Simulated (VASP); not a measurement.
Data:

```xyz
2
Lattice="0.0000 3.7874 3.7874 3.7874 0.0000 3.7874 3.7874 3.7874 0.0000" Properties=species:S:1:pos:R:3 pbc="T T T"
Y      0.0000     0.0000     0.0000
Te     1.8937     1.8937     1.8937
```

Computed with PBEsol GGA, VASP's PBE PAW potentials (set 64) (plane waves; VASP 6.6.1). Run with 400 eV cut-off, 8×8×8 Γ-centred mesh, first-order Methfessel-Paxton smearing of 0.10 eV, potentials Y_sv Te.

Energy and stress use the plane-wave basis of the starting cell.

The ions, cell shape and volume are relaxed. Which structure does the run end with?

```xyz
2
Lattice="0.0000 3.3875 3.3875 3.3875 0.0000 3.3875 3.3875 3.3875 0.0000" Properties=species:S:1:pos:R:3 pbc="T T T"
Y      0.0000     0.0000     0.0000
Te     1.6937     1.6937     1.6937
```
Space group F-43m (216), at a tolerance of 0.03 Å.

How do energy and volume change from the first to the last step?

The energy (σ→0) changes by -458.2 meV/atom and the volume by -28.5 %, in 3 ionic steps.

| step | E(σ→0) (eV) | max force (eV/Å) | pressure (GPa) | volume (Å³) |
|---|---|---|---|---|
| 1 | -11.1359 | 0.000 | -7.06 | 108.66 |
| 2 | -12.0396 | 0.000 | 1.60 | 75.20 |
| 3 | -12.0523 | 0.000 | 0.00 | 77.74 |

The structure was generated: YTe was put into the zinc blende type (F-43m), which need not be its known phase. This run relaxes it. Symmetry was kept, so distortions that lower it aren't found. The electron count is odd and the run is not spin-polarised, which forces a metal.
